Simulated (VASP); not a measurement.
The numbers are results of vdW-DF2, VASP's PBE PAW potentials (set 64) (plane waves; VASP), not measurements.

VASP input:

### KPOINTS
```
Automatic mesh
0
Gamma
12 12 12
0 0 0
```

INCAR:
```
AGGAC  =  0.0
ALGO  =  Normal
EDIFF  =  1E-7
ENCUT  =  520
GGA  =  ML
ISIF  =  2
ISMEAR  =  0
LASPH  =  T
LCHARG  =  F
LREAL  =  F
LUSE_VDW  =  T
LWAVE  =  F
NELM  =  100
PREC  =  Accurate
SIGMA  =  0.05
SYSTEM  =  BN
ZAB_VDW  =  -1.8867
```

**POSCAR**
```
BN
1
    0.0000000000     1.8104280627     1.8104280627
    1.8104280627     0.0000000000     1.8104280627
    1.8104280627     1.8104280627     0.0000000000
B N
1 1
Direct
  0.0000000000   0.0000000000   0.0000000000
  0.2500000000   0.2500000000   0.2500000000
```

POTCAR, in this order: B N (PBE.64 set). Program: vasp_std.

**Question.** What does the run give for the energy per atom (σ→0), pressure, band gap (on the k-mesh)?

**Answer.** 
```yaml
energy per atom (σ→0): -7.269 eV/atom
band gap (on the k-mesh): 5.13 eV
pressure: 11.14 GPa
```

File OSZICAR:
```
...
DAV:   7    -0.145546980840E+02    0.53982E-01   -0.11542E-01  1552   0.388E+00    0.202E+00
DAV:   8    -0.145387516009E+02    0.15946E-01   -0.10547E-01  1504   0.318E+00    0.243E-01
DAV:   9    -0.145388092624E+02   -0.57661E-04   -0.13701E-03  1168   0.470E-01    0.120E-01
DAV:  10    -0.145389895147E+02   -0.18025E-03   -0.24114E-04  1208   0.229E-01    0.196E-02
DAV:  11    -0.145389953890E+02   -0.58744E-05   -0.12347E-05  1328   0.415E-02    0.655E-03
DAV:  12    -0.145389950310E+02    0.35806E-06   -0.20336E-06  1472   0.139E-02    0.782E-04
DAV:  13    -0.145389950819E+02   -0.50970E-07   -0.44669E-08   592   0.263E-03
   1 F= -.14538995E+02 E0= -.14538995E+02  d E =-.374413E-12
```

The compound is BN in the zinc blende structure. This cell is one point of a volume scan, at 0.97 of the reference volume.
